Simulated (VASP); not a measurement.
Runs of VASP 6.6.1 on CuI2. Symmetry: Fm-3m, No. 225, cubic system. Conventional cell: a = 7.023 Å, b = 7.023 Å, c = 7.023 Å, α = 90.00°, β = 90.00°, γ = 90.00°. Cu (site symmetry m-3m) has 8 I at 3.04 Å as nearest neighbours. Around I (site symmetry -43m) lie 4 Cu at 3.04 Å. The cell comes from a database or a generator and needn't be the stable form of this composition.

```tsv
spin	U	fixed moment (μB)	gap on the mesh (eV)	pressure (GPa)	moment (μB)
non-collinear, random start, SOC	Cu d U = 7 eV	-	-	2.9	0.03
collinear, ferromagnetic start	Cu d U = 7 eV	-	none	2.6	0.04
collinear, ferromagnetic start	Cu d U = 7 eV	2	-	2.2	2.00
collinear, random start	Cu d U = 7 eV	-	none	2.7	0.04
collinear, ferromagnetic start	Cu d U = 3 eV	-	none	(a)	(b)
```

Alike in all rows: task single point; level r2SCAN+U; potentials or basis VASP PAW PBE potentials, release 64 (Cu, I); cell as given; k mesh 5 × 5 × 5; cutoff (eV) 520; smearing gaussian 0.05 eV.

Problem. Estimate the missing entries.

Solution. (a) 2.4; (b) 0.00.

Caveats: the PAW data sets were made with another functional, which shifts forces and pressure a little; the moment is held away from its start (some runs); the total moment is fixed, so each spin has its own Fermi level (some runs).

A k mesh can miss the band edges, and rows without SOC leave out spin-orbit coupling on I.

A gap of «none» marks a metal or a gap under the smearing width.
